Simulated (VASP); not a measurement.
```
Au2Nb3
1.0
   -1.70781     1.70781     7.66090
    1.70781    -1.70781     7.66090
    1.70781     1.70781    -7.66090
Nb Au
3 2
Cartesian
  0.00000   0.00000   0.00000
  0.00000   0.00000   6.11708
  0.00000   0.00000   9.20472
  0.00000   0.00000   3.06084
  0.00000   0.00000  12.26096
```

Computed with PBEsol GGA, VASP's PBE PAW potentials (set 64) (plane waves; VASP 6.6.1). Settings: 300 eV cut-off, 7×7×7 Γ-centred mesh, Gaussian smearing of 0.20 eV, potentials Nb_sv Au.

**Question.** Give the energies of bands 22 to 35 at the high-symmetry points, in eV from the Fermi level.

**Answer.** 
| band | Γ | X | P | N | M | S | R |
|---|---|---|---|---|---|---|---|
| 22 | -4.07 | -3.45 | -3.45 | -3.72 | -4.06 | -3.73 | -3.44 |
| 23 | -4.07 | -3.03 | -2.97 | -3.38 | -4.06 | -3.38 | -3.03 |
| 24 | -3.53 | -2.47 | -2.63 | -3.05 | -3.51 | -3.25 | -2.55 |
| 25 | -3.50 | -2.38 | -2.29 | -2.90 | -3.11 | -2.62 | -2.37 |
| 26 | -2.77 | -2.13 | -1.98 | -1.84 | -3.05 | -2.08 | -2.08 |
| 27 | -2.21 | -1.82 | -1.98 | -1.43 | -1.68 | -1.58 | -1.74 |
| 28 | -0.83 | -1.41 | -1.33 | -1.21 | -0.62 | -1.18 | -1.41 |
| 29 | 0.15 | -1.02 | -1.33 | -0.87 | 0.19 | -0.68 | -1.07 |
| 30 | 0.17 | -0.79 | -0.10 | -0.71 | 0.19 | -0.62 | -0.82 |
| 31 | 0.17 | 0.47 | -0.10 | -0.67 | 0.22 | -0.23 | 0.43 |
| 32 | 0.77 | 1.49 | 1.58 | 0.87 | 0.24 | 0.34 | 1.49 |
| 33 | 0.77 | 1.91 | 1.75 | 0.92 | 0.24 | 0.88 | 1.92 |
| 34 | 2.06 | 2.37 | 2.94 | 1.65 | 1.62 | 1.58 | 2.32 |
| 35 | 2.11 | 2.93 | 3.00 | 2.21 | 1.92 | 2.25 | 2.95 |

It has no gap at this level: it comes out as a metal or semimetal.

The structure comes from a computed database's Nb3Au2 entry; how it stands against other phases isn't given here. The cell was not relaxed at this level. The k-mesh is coarse (spacing up to 0.37 per Å, 2π included), so the numbers may not be converged in it. The electron count is odd and the run is not spin-polarised, which forces a metal.
